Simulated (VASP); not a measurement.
Crystal: Rb2LuH2.

```
Rb Lu H
1.0
     3.84186    0.00000    0.00000
    -1.92093    3.32715    0.00000
     0.00000    0.00000   11.46518
Rb Lu H
2 1 2
Direct
  0.33333 0.66667 0.69882
  0.66667 0.33333 0.30118
  0.00000 0.00000 0.00000
  0.66667 0.33333 0.93863
  0.33333 0.66667 0.06137
```

The cell was built by a generator and needn't be a form met in nature.

| Property | Result |
| --- | --- |
| Program | VASP 6.6.1 |
| Task | relaxation of cell and atoms |
| Functional | LDA |
| Potentials or basis | VASP PAW PBE potentials, release 64 (Rb_sv, Lu, H) |
| Cutoff | 600 eV |
| k mesh | 6 × 6 × 3 |
| Occupations | fermi-dirac, width 0.05 eV |
| Spin | no spin polarisation |

At the start: pressure -2.0 GPa; volume 29.31 Å³/atom.

Task: Where does the relaxation end?

Result: Over 19 steps the energy falls by 21.4 meV/atom and the volume is 25.89 Å³/atom (-11.7 %); space group P-3m1 (No. 164, to 0.05 Å).

Step by step:
| step | energy change (eV) | largest force (eV/Å) | pressure (GPa) | volume (Å³) |
| --- | --- | --- | --- | --- |
| 1 | 0.0000 | 0.1115 | -1.97 | 146.55 |
| 2 | -0.0737 | 0.0652 | -1.04 | 139.04 |
| 3 | -0.0963 | 0.0704 | -0.06 | 132.67 |
| 4 | -0.0963 | 0.0735 | -0.07 | 132.40 |
| 5 | -0.0961 | 0.0797 | 0.07 | 131.87 |
| 6 | -0.0986 | 0.0784 | 0.07 | 131.43 |
| 7 | -0.1023 | 0.0734 | 0.09 | 130.34 |
| 8 | -0.0988 | 0.0590 | 0.15 | 128.10 |
| 9 | -0.1028 | 0.0697 | 0.14 | 129.64 |
| 10 | -0.1042 | 0.0498 | -0.04 | 130.45 |
| 11 | -0.1044 | 0.0403 | -0.07 | 130.84 |
| 12 | -0.1039 | 0.0211 | -0.28 | 131.62 |
| 13 | -0.1044 | 0.0362 | -0.14 | 131.00 |
| 14 | -0.1054 | 0.0283 | -0.14 | 130.83 |
| 15 | -0.1066 | 0.0067 | -0.13 | 130.31 |
| 16 | -0.1069 | 0.0120 | 0.07 | 129.20 |
| 17 | -0.1070 | 0.0100 | 0.04 | 129.47 |
| 18 | -0.1070 | 0.0095 | 0.03 | 129.54 |
| 19 | -0.1072 | 0.0063 | 0.03 | 129.46 |

Final structure:
```
Rb Lu H
1.0
     3.69994   -0.00038   -0.00088
    -1.85030    3.20405    0.00088
    -0.00259    0.00150   10.92136
Rb Lu H
2 1 2
Direct
  0.33333 0.66667 0.69952
  0.66667 0.33333 0.30048
  0.00000 0.00000 0.00000
  0.66664 0.33336 0.93230
  0.33336 0.66664 0.06770
```

Caveat: the PAW data sets were made with another functional, which shifts forces and pressure a little.
